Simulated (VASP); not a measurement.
Method: revPBE GGA + U (Dudarev), VASP's PBE PAW potentials (set 64) (plane waves; VASP).

The input files of a VASP run:

### KPOINTS
```
kpoints
0
G
  10 10 10
```

### INCAR
```
SYSTEM  =  FeO
PREC  =  Accurate; ENCUT  =  560; LREAL  =  F
LASPH  =  T
EDIFF  =  1E-09; NELM  =  100; ALGO  =  Normal
LMAXMIX  =  4
ISMEAR  =  0; SIGMA  =  0.02
GGA  =  RE
MAGMOM  =  4.0 -4.0 2*0.0
ISPIN  =  2
LDAUL  =  2 -1
LDAUU  =  5.3 0
LDAUJ  =  0 0
LDAU  =  T; LDAUTYPE  =  2
ISIF  =  2
LWAVE  =  F; LCHARG  =  F; LORBIT  =  11
```

POSCAR:
```
FeO
5.2585990
  0.8164965612   0.4082482806   0.4082482806
  0.4082482806   0.8164965612   0.4082482806
  0.4082482806   0.4082482806   0.8164965612
Fe O
2 2
Direct
  0.0000000000   0.0000000000   0.0000000000
  0.5000000000   0.5000000000   0.5000000000
  0.2500000000   0.2500000000   0.2500000000
  0.7500000000   0.7500000000   0.7500000000
```

POTCAR, in this order: Fe O (PBE.64 set). Program: vasp_std.

What VASP printed:

### OSZICAR
```
       N       E                     dE             d eps       ncg     rms          rms(c)
DAV:   1     0.272362269061E+03    0.27236E+03   -0.14776E+04  8416   0.201E+03
DAV:   2     0.172813116803E+02   -0.25508E+03   -0.24779E+03  8376   0.412E+02
DAV:   3    -0.264325421212E+02   -0.43714E+02   -0.42479E+02 11844   0.184E+02
DAV:   4    -0.283450374875E+02   -0.19125E+01   -0.18748E+01 11318   0.409E+01
DAV:   5    -0.283945508381E+02   -0.49513E-01   -0.49109E-01 11696   0.552E+00    0.248E+01
DAV:   6    -0.232045461018E+02    0.51900E+01   -0.74390E+01 14690   0.134E+02    0.321E+01
DAV:   7    -0.233769823836E+02   -0.17244E+00   -0.61160E+00 11086   0.484E+01    0.168E+01
DAV:   8    -0.234477420790E+02   -0.70760E-01   -0.20618E+00 13608   0.193E+01    0.108E+01
DAV:   9    -0.235633161949E+02   -0.11557E+00   -0.42840E-01 13390   0.868E+00    0.118E+00
DAV:  10    -0.235861200044E+02   -0.22804E-01   -0.87185E-02 13906   0.560E+00    0.438E-01
DAV:  11    -0.235942444338E+02   -0.81244E-02   -0.16892E-02 11624   0.165E+00    0.314E-01
DAV:  12    -0.235983436550E+02   -0.40992E-02   -0.40711E-03 12126   0.135E+00    0.195E-01
DAV:  13    -0.236011271564E+02   -0.27835E-02   -0.64600E-03 12670   0.926E-01    0.101E-01
DAV:  14    -0.236014455968E+02   -0.31844E-03   -0.14078E-03 12504   0.421E-01    0.587E-02
DAV:  15    -0.236014692958E+02   -0.23699E-04   -0.71800E-05 10832   0.894E-02    0.319E-02
DAV:  16    -0.236015003460E+02   -0.31050E-04   -0.80688E-05 12492   0.889E-02    0.110E-02
DAV:  17    -0.236015034651E+02   -0.31192E-05   -0.62193E-06 11430   0.303E-02    0.440E-03
DAV:  18    -0.236015039910E+02   -0.52589E-06   -0.55196E-06 12324   0.310E-02    0.319E-03
DAV:  19    -0.236015038858E+02    0.10518E-06   -0.49417E-07 10768   0.789E-03    0.216E-03
DAV:  20    -0.236015038538E+02    0.32003E-07   -0.46077E-07 13030   0.709E-03    0.392E-04
DAV:  21    -0.236015038635E+02   -0.97079E-08   -0.22050E-08  9900   0.213E-03    0.192E-04
DAV:  22    -0.236015038689E+02   -0.53142E-08   -0.46697E-09  8872   0.611E-04    0.564E-05
DAV:  23    -0.236015038686E+02    0.22646E-09   -0.20771E-10  4680   0.287E-04
   1 F= -.23601504E+02 E0= -.23601188E+02  d E =-.630738E-03  mag=    -0.0000
```

OUTCAR:
```
------------------------ aborting loop because EDIFF is reached ----------------------------------------
  FORCE on cell =-STRESS in cart. coord.  units (eV):
  Direction    XX          YY          ZZ          XY          YZ          ZX
  --------------------------------------------------------------------------------------
  Total        2.3020287      2.3020287      2.3020287      0.4634727      0.4634727      0.4634727
  in kB       93.1918795     93.1918795     93.1918795     18.7625337     18.7625337     18.7625337
  external PRESSURE =      93.1918795 kB  Pullay stress =       0.0000000 kB
  volume of cell :       39.58
      direct lattice vectors                 reciprocal lattice vectors
     4.293628000  2.146814000  2.146814000     0.349354905 -0.116451635 -0.116451635
     2.146814000  4.293628000  2.146814000    -0.116451635  0.349354905 -0.116451635
     2.146814000  2.146814000  4.293628000    -0.116451635 -0.116451635  0.349354905
 POSITION                                       TOTAL-FORCE (eV/Angst)
 -----------------------------------------------------------------------------------
      0.00000      0.00000      0.00000        -0.000000     -0.000000     -0.000000
      4.29363      4.29363      4.29363        -0.000000     -0.000000      0.000000
      2.14681      2.14681      2.14681         0.000000     -0.000000     -0.000000
      6.44044      6.44044      6.44044        -0.000000      0.000000      0.000000
 -----------------------------------------------------------------------------------
    total drift:                                0.000000     -0.000000     -0.000000
  FREE ENERGIE OF THE ION-ELECTRON SYSTEM (eV)
  ---------------------------------------------------
  free  energy   TOTEN  =       -23.6015038686 eV

  energy  without entropy=      -23.6008731306  energy(sigma->0) =      -23.60118850

 total charge

# of ion       s       p       d       tot
------------------------------------------
    1        0.293   0.371   6.133   6.796
    2        0.293   0.371   6.133   6.796
    3        1.556   3.476   0.000   5.032
    4        1.556   3.476   0.000   5.032
--------------------------------------------------
tot          3.696   7.694  12.266  23.656

 magnetization (x)

# of ion       s       p       d       tot
------------------------------------------
    1        0.012   0.011   3.762   3.784
    2       -0.012  -0.011  -3.762  -3.784
    3        0.000   0.000   0.000   0.000
    4        0.000   0.000   0.000   0.000
--------------------------------------------------
tot          0.000   0.000   0.000   0.000
```
(Selected blocks of OUTCAR.)

The structure is a typed FeO crystal. The cell was not relaxed at this level. The run is one of a series of settings (EDIFF = 1E-09, ENCUT = 560, KPOINTS 10×10×10 Γ-centred mesh against the base run), some of them coarse on purpose. A gapless solution with U can be a metastable orbital state.
